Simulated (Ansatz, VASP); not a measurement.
# Sb (Antimony): VASP beside Ansatz

Wanted: the spread between two codes on one cell, functional and k mesh.

Program: Ansatz 0.2.0. Level of theory: plane waves, with VASP 6.6.1 beside it; single point at PBEsol. Results are calculated unless marked as measured.

### 1. Starting point

Symmetry: R-3m, No. 166, trigonal system. Conventional cell: a = 4.308 Å, b = 4.308 Å, c = 11.274 Å, α = 90.00°, β = 90.00°, γ = 120.00°. Sb has 3 Sb at 2.91 Å nearest.

### 2. Ansatz: single point, PBEsol

Ansatz runs on its default PAW (the set named soft_2) files.

With cell and atoms fixed, the geometry can't cause a difference; cores, projectors, grids and the points listed under the comparison can.

Input file input.yaml:

```yaml
crystal:
  lattice:
    - [2.1542, 1.2437279499, 3.758]
    - [-2.1542, 1.2437279499, 3.758]
    - [0.0, -2.4874558998, 3.758]
  atoms:
    - { symbol: Sb, position: [0.23349, 0.23349, 0.23349] }
    - { symbol: Sb, position: [0.76651, 0.76651, 0.76651] }
hamiltonian:
  xc: pbesol
  pseudopotentials: { kind: paw }
kpoints:
  mp_grid: { grid: [6, 6, 6] }
scf:
  occupations: { method: gaussian, width: 0.5 }
  n_extra_bands: 4
output:
  forces: true
  stress: true
  eigenvalues: true
  write_density: true
  write_potential: true
  elf: true
  volumetric_format: npy
```

Started as:

```sh
> ansatz run input.yaml --threads 2 --pin off --max-ram 4608MiB --backend cpu --events-out ev --progress --plain --runs-dir out
```

Numbers of over 12 decimals in the logs are rounded to 6 here.

The program printed:

```text
scf.n_extra_bands = 4 over 15 filled bands (N_el = 30.0): the run solves 19 bands
Engine: ansatz 0.2.0, aarch64-unknown-linux-gnu
Pseudopotentials: kind: paw
Pseudopotential: Sb, paw, valence charge 15, recommended cutoff 420 eV (normal), Sb.paw.azcp
Functional definition: PBEsol
  exchange = pbesol_x
  correlation = pbesol_c
Crystal: 2 atoms, lattice volume = 60.411 Å³
Basis set: ecut = 420 eV, 1195 PW (Γ), exchange–correlation on 64×64×64 points (8 copies of the dense FFT grid, shifted against one another)
Bands: 19, of which v1, the nominal top of the filled ones, is band 15 counted from 1 (14 counted from 0)
Symmetry: 12 space group operations
Space group: R-3m (ITA 166), of the structure as read, at distance tolerance 3.9e-5 Å
k-points: 32 of 216
Non-local potential: Sb, projectors of the file, l = 0: 2, l = 1: 2, l = 2: 2, l = 3: 2
PAW form: soft (Blöchl's): semilocal exchange-correlation on the pseudo side does not see the compensation charge
PAW frozen core: Sb, regenerated for the run's functional, and the local potential with it (the file was generated under x = pbe(κ = 0.804, μ = 0.219515), c = pbe(β = 0.066725))
PAW one-centre angular grid: Sb, 590 points (default); XC on 64 Gauss nodes
Initial density: superposition of atomic densities (neutral atoms: chi_scale 0, normalization atom), corrected by the library's trained network
Initial wavefunctions: pseudopotential atomic-orbital guess
Functional: x = pbesol(κ = 0.804, μ = 0.123457), c = pbesol(β = 0.046)
SCF iter   1: F=—  HF=-12816.209363 eV  |F-HF|=—  |Δ(HF+E_count)|=         —  Δρ=2.43e-3  dr2=2.15e-3  ethr=1.77e-3  ⟨swp⟩=5.2  Hψ=2829  notcnv=0
preconditioner: auto → Kerker (q_TF=auto, 2.428 Å⁻¹)  [metal: Δε(μ)=0.284 eV  Ē_g=8.669 eV  σ=0.500 eV  W_gap=0.31  n_scr=14 (ndim 8)  ℏωp=15.1 eV  f_vac=0.002  D(μ)=0.46/eV (n_scr^D=0)]
SCF iter   2: F=—  HF=-12816.207181 eV  |F-HF|=—  |Δ(HF+E_count)|=   2.18e-3  Δρ=1.64e-3  dr2=1.04e-3  ethr=7.17e-6  ⟨swp⟩=2.8  Hψ=1350  notcnv=0
SCF iter   3: F=—  HF=-12816.207031 eV  |F-HF|=—  |Δ(HF+E_count)|=   1.50e-4  Δρ=8.45e-4  dr2=2.15e-4  ethr=3.45e-6  ⟨swp⟩=2.0  Hψ=1092  notcnv=0
SCF iter   4: F=—  HF=-12816.206875 eV  |F-HF|=—  |Δ(HF+E_count)|=   1.56e-4  Δρ=2.35e-4  dr2=2.96e-5  ethr=7.16e-7  ⟨swp⟩=2.0  Hψ=1089  notcnv=0
SCF iter   5: F=—  HF=-12816.206870 eV  |F-HF|=—  |Δ(HF+E_count)|=   5.48e-6  Δρ=5.38e-5  dr2=3.07e-6  ethr=9.87e-8  ⟨swp⟩=3.0  Hψ=1159  notcnv=0
SCF iter   6: F=—  HF=-12816.206870 eV  |F-HF|=—  |Δ(HF+E_count)|=   1.95e-7  Δρ=1.71e-5  dr2=2.25e-7  ethr=1.02e-8  ⟨swp⟩=2.8  Hψ=1128  notcnv=0
SCF iter   7: F=-12816.206870 eV  HF=-12816.206870 eV  |F-HF|=5.37e-8  |Δ(HF+E_count)|=   4.88e-8  Δρ=1.24e-5  dr2=5.68e-8  ethr=3.33e-10  ⟨swp⟩=9.6  Hψ=4244  notcnv=0
SCF 1 converged in 7 iterations: F = -12816.206870 eV  dr2 = 5.68e-8
  greatest PAW one-centre occupation: 0.996 electrons in one spin orbital (limit 2), on the Sb atom at site 1 (counted from 0), in its partial waves of l = 2
SCF converged after 7 iterations
Free energy (F): -12816.206870 eV
Harris-Foulkes:  -12816.206870 eV  (|F-HF|=5.37e-8)
Internal energy: -12816.149218 eV  (E = F + TS)
E sigma→0 (E₀):  -12816.178044 eV
Entropy (-TS):   -0.057651 eV (-28.826 meV/atom)
Fermi energy:    9.864761 eV
--- Per-component energies (eV) ---
  E_band       = -341.642038
  E_kinetic    = 414.861612
  E_local      = -3197.950849  (includes V_loc(G=0)·N_el)
  E_nonlocal   = 728.071221
  E_hartree    = 1447.190811
  E_xc         = -275.069136
  E_vxc        = -193.352711  (∫ρ·V_xc dr)
  E_paw        = -8999.046535  (= ΣΔE_a)
  E_vpaw       = -987.667063  (= ΣTr[D̂ρ^β])
  E_aug_tail   = -0.000004  (compensation charges beyond the density's cutoff)
  E_ewald      = -2934.870052
  E_core_change = 0.663714  (= ΣΔE_core)
  E_smearing   = -0.057651  (= −TS)
  E_closure    = 0.000000  (closes the sum)
  Σ components = -12816.206870   (vs F -12816.206870, Δ=0.00e0)
--- Forces (eV/Å), atoms counted from 1 ---
  atom   1  Sb     0.00000000    -0.00000000     0.10154947
  atom   2  Sb     0.00000000     0.00000000    -0.10154947
  max |Σ_I F_I| component: 1.39e-17 eV/Å
--- Stress (GPa, compression-positive) ---
        0.100753       0.000000      -0.000000
        0.000000       0.100753       0.000000
        0.000000      -0.000000      -0.049085
  P = ⅓ Tr σ = 0.0508 GPa (0.508 kbar)
--- Band table (eV; the first three rows and the last of 32) ---
  k-point 0: bands = [... 11 lower, 5.0816, 7.8676, 8.1469, 8.1469, 12.0117, 12.6271, 12.6271, 15.0485]
  k-point 1: bands = [... 11 lower, 3.9202, 7.9113, 8.0819, 8.5551, 11.7140, 11.9074, 11.9591, 14.4503]
  k-point 2: bands = [... 11 lower, 1.8824, 7.9845, 8.0102, 9.0810, 10.6006, 10.6750, 10.8786, 15.5563]
  k-point 31: bands = [... 11 lower, 0.9164, 8.6316, 8.6316, 9.4335, 10.0569, 10.0569, 11.0070, 16.8916]
```

It took 1.5 s on 2 threads of Arm Neoverse V2, shared host; peak memory 0.33 GiB.

The column dr2 measures how far the density is from self-consistency, as an energy; F and HF (Harris–Foulkes) agree once it is small.

The run ends at a pressure of 0.05 GPa, with forces up to 0.10 eV/Å.

### 3. VASP: single point, PBEsol

The same cell, functional, mesh and smearing now go to VASP, with its own data sets and cutoff.

Lines of VASP's logs that name or quote its potential files are left out, and so is its time.

Input file INCAR:

```
SYSTEM = Sb
PREC = Accurate
ENCUT = 400
EDIFF = 1E-06
NELM = 100
ISMEAR = 0
SIGMA = 0.5
LREAL = .FALSE.
ALGO = Normal
GGA = PS
NBANDS = 11
LORBIT = 11
LWAVE = .FALSE.
LCHARG = .FALSE.
KPAR = 2
ISIF = 2
```

Input file POSCAR:

```
Sb
1.0
    2.1542000000      1.2437279499      3.7580000000
   -2.1542000000      1.2437279499      3.7580000000
    0.0000000000     -2.4874558998      3.7580000000
Sb
2
Direct
    0.2334900000      0.2334900000      0.2334900000
    0.7665100000      0.7665100000      0.7665100000
```

Input file KPOINTS:

```
Automatic mesh
0
Gamma
6 6 6
0 0 0
```

The projector-augmented-wave data sets are Sb (PBE family, release 64).

Started as:

```sh
> mpirun -np 2 vasp_std
```

The program printed:

```text
[banner, memory and clock lines left out]
running    2 mpi-ranks, on    1 nodes
 distrk:  each k-point on    1 cores,    2 groups
 distr:  one band on    1 cores,    1 groups

 POSCAR found type information on POSCAR Sb
 POSCAR found :  1 types and       2 ions
|                                                                             |
|               ----> ADVICE to this user running VASP <----                  |
|                                                                             |
|     You enforced a specific xc type in the INCAR file but a different       |
|     [... a line on the potential file left out ...]
|     I HOPE YOU KNOW WHAT YOU ARE DOING!                                     |
|                                                                             |

 LDA part: xc-table for (Slater+PW92), standard interpolation
 POSCAR, INCAR and KPOINTS ok, starting setup
 FFT: planning ... GRIDC
 FFT: planning ... GRID_SOFT
 FFT: planning ... GRID
 WAVECAR not read
 entering main loop
       N       E                     dE             d eps       ncg     rms          rms(c)
DAV:   1     0.279093943945E+02    0.27909E+02   -0.31299E+03   704   0.578E+02
DAV:   2    -0.771331412117E+01   -0.35623E+02   -0.34820E+02   890   0.103E+02
DAV:   3    -0.915672799956E+01   -0.14434E+01   -0.14345E+01   861   0.228E+01
DAV:   4    -0.916744452313E+01   -0.10717E-01   -0.10715E-01   803   0.246E+00
DAV:   5    -0.916757525977E+01   -0.13074E-03   -0.13074E-03   805   0.289E-01    0.290E+00
DAV:   6    -0.915720893205E+01    0.10366E-01   -0.22742E-03   797   0.290E-01    0.174E+00
DAV:   7    -0.915102603746E+01    0.61829E-02   -0.55509E-03   779   0.446E-01    0.530E-02
DAV:   8    -0.915106709786E+01   -0.41060E-04   -0.12297E-04   794   0.798E-02    0.135E-02
DAV:   9    -0.915107280750E+01   -0.57096E-05   -0.76740E-06   785   0.183E-02    0.455E-03
DAV:  10    -0.915107235178E+01    0.45572E-06   -0.62572E-07   504   0.478E-03
   1 F= -.91510724E+01 E0= -.91221195E+01  d E =-.579057E-01
```

Parts of OUTCAR (step 3):

```text
ion  position               nearest neighbor table
   1  0.233  0.233  0.233-   2 2.91   2 2.91   2 2.91   2 3.35   2 3.35   2 3.35
   2  0.767  0.767  0.767-   1 2.91   1 2.91   1 2.91   1 3.35   1 3.35   1 3.35

  LATTYP: Found a trigonal (rhomboedric) cell.
 ALAT       =     4.5066618304
 COS(alpha) =     0.5430253624

 Subroutine GETGRP returns: Found 12 space group operations
 (whereof 12 operations were pure point group operations)

The static configuration has the point symmetry D_3d.

 Found     32 irreducible k-points:

   k-points           NKPTS =     32   k-points in BZ     NKDIM =     32   number of bands    NBANDS=     11

   dimension x,y,z NGX =    30 NGY =   30 NGZ =   30
   dimension x,y,z NGXF=    60 NGYF=   60 NGZF=   60

   ENCUT  =  400.0 eV  29.40 Ry    5.42 a.u.   7.35  7.35  7.35*2*pi/ulx,y,z

   NELECT =      10.0000    total number of electrons

 k-points in reciprocal lattice and weights: Automatic mesh
   0.00000000  0.00000000  0.00000000       0.005
   0.16666667 -0.00000000 -0.00000000       0.028
   0.33333333 -0.00000000 -0.00000000       0.028
   0.50000000 -0.00000000  0.00000000       0.014
   0.16666667  0.16666667 -0.00000000       0.028
   0.33333333  0.16666667  0.00000000       0.056
   0.50000000  0.16666667 -0.00000000       0.056
  -0.33333333  0.16666667  0.00000000       0.056
  -0.16666667  0.16666667  0.00000000       0.028
[...]
-0.33333333  0.50000000  0.33333333       0.028
   0.50000000  0.50000000  0.50000000       0.005

 average (electrostatic) potential at core
       1 -85.6879       2 -85.6879

 E-fermi :   7.0728

 k-point     1 :       0.0000    0.0000    0.0000
  band No.  band energies     occupation
      1      -5.6034      2.00000
      2       2.3210      2.00000
      3       5.0725      2.00000
      4       5.3454      2.00000
      5       5.3454      2.00000
      6       9.1918      0.00000
      7       9.8271      0.00000
      8       9.8271      0.00000
      9      12.1972      0.00000
     10      12.1972      0.00000
    ...

 k-point     2 :       0.1667   -0.0000   -0.0000
  band No.  band energies     occupation
      1      -5.2970      2.00000
      2       1.1439      2.00000
      3       5.1138      2.00000
      4       5.2784      2.00000
      5       5.7663      1.99978
      6       8.9079      0.00000
      7       9.1131      0.00000
      8       9.1655      0.00000
      9      11.6157      0.00000
     10      12.1439      0.00000
    ...

 k-point     3 :       0.3333   -0.0000   -0.0000
  band No.  band energies     occupation
      1      -4.3965      2.00000
      2      -0.9070      2.00000
      3       5.1873      2.00000
      4       5.2025      2.00000
      5       6.2946      1.97227
      6       7.8044      0.03851
      7       7.8832      0.02189
      8       8.0900      0.00401
      9      12.7229      0.00000
     10      13.5401      0.00000
    ...

  Total        0.1154887      0.1154887      0.0306295      0.0000000      0.0000000      0.0000000
  in kB        3.0628851      3.0628851      0.8123273      0.0000000      0.0000000      0.0000000
  external PRESSURE =       2.3126992 kB  Pullay stress =       0.0000000 kB

  energy-cutoff  :      400.00
  volume of cell :       60.41
      direct lattice vectors                 reciprocal lattice vectors
     2.154200000  1.243727950  3.758000000     0.232104726  0.134005726  0.088699663
    -2.154200000  1.243727950  3.758000000    -0.232104726  0.134005726  0.088699663
     0.000000000 -2.487455900  3.758000000     0.000000000 -0.268011452  0.088699663

 POSITION                                       TOTAL-FORCE (eV/Angst)
 -----------------------------------------------------------------------------------
      0.00000      0.00000      2.63237         0.000000      0.000000      0.155803
      0.00000      0.00000      8.64163         0.000000     -0.000000     -0.155803
 -----------------------------------------------------------------------------------
    total drift:                                0.000000      0.000000     -0.000000

  FREE ENERGIE OF THE ION-ELECTRON SYSTEM (eV)
  ---------------------------------------------------
  free  energy   TOTEN  =        -9.1510723518 eV

  energy  without entropy=       -9.0931667012  energy(sigma->0) =       -9.12211953

 total charge
# of ion       s       p       d       tot
------------------------------------------
    1        1.217   1.146   0.036   2.398
    2        1.217   1.146   0.036   2.398
--------------------------------------------------
tot          2.434   2.291   0.071   4.796

[... 3 further parts left out ...]
```

The run ends at a pressure of 0.23 GPa, with forces up to 0.16 eV/Å.

### 4. Comparison

Known differences besides the potentials themselves: the data sets hold 30 valence electrons in Ansatz (default PAW (the set named soft_2) files) and 10 in VASP; the cutoff is 420 eV in Ansatz and 400 eV in VASP; Ansatz makes its cores anew for this functional, VASP keeps those of its PBE data sets; VASP leaves aspherical gradient terms in its spheres out (LASPH is not set), Ansatz keeps them. Total energies have different zeros and are not compared.

Both answers:

```tsv
quantity	Ansatz	VASP	difference
pressure (GPa)	0.05	0.23	-0.18
```

Forces (eV/Å; atoms numbered as in POSCAR):

```tsv
atom	Ansatz x, y, z	VASP x, y, z
Sb1	0.000, 0.000, 0.102	0.000, 0.000, 0.156
Sb2	0.000, 0.000, -0.102	0.000, 0.000, -0.156
```

The forces differ by 31 meV/Å r.m.s., which is 34.8 % of the r.m.s. force of 0.09 eV/Å (both taken over all components).

### 5. Other set-ups

Further runs change the set-up of one program: Ansatz's method, potentials or start, or VASP's data sets, cutoff or form of LDA. The table gives Ansatz less VASP for each quantity, since a change that brings one quantity closer may part another.

```tsv
run	r.m.s. force difference (meV/Å)	pressure (GPa)
as above	31	-0.18
cores kept as stored	31	-0.18
Ansatz's all-electron LAPW method	31	-0.17
Ansatz's larger PAW set (cutoff 430 eV)	31	-0.18
norm-conserving potentials (cutoff 1088 eV)	26	-0.22
```

### 6. What came out

| Item | Value |
| --- | --- |
| r.m.s. force difference (single point, PBEsol) | 31 meV/Å |

**Reading.** The r.m.s. force difference is 31 meV/Å (single point, PBEsol), beyond the 12 meV/Å picked in this series as the mark of a large difference. For single point, PBEsol, no further run moves any of the tabulated differences by more than a quarter of its size. Such differences can come from data sets, numerical settings and the points named under the comparisons, not from the functional's error against experiment.

[Lines on the potential files, build, host, timing and source positions are cut from VASP's logs without a mark.]

[Logs are printed without paths, hosts, clocks, repeated set-up lines and the standing remarks that a program may print on its own settings, such as how far it seeks lower states.]

[Hosts, paths, dates, database ids (printed as entryN), source tags and the programs' standing remarks are cut or masked in the printed files.]
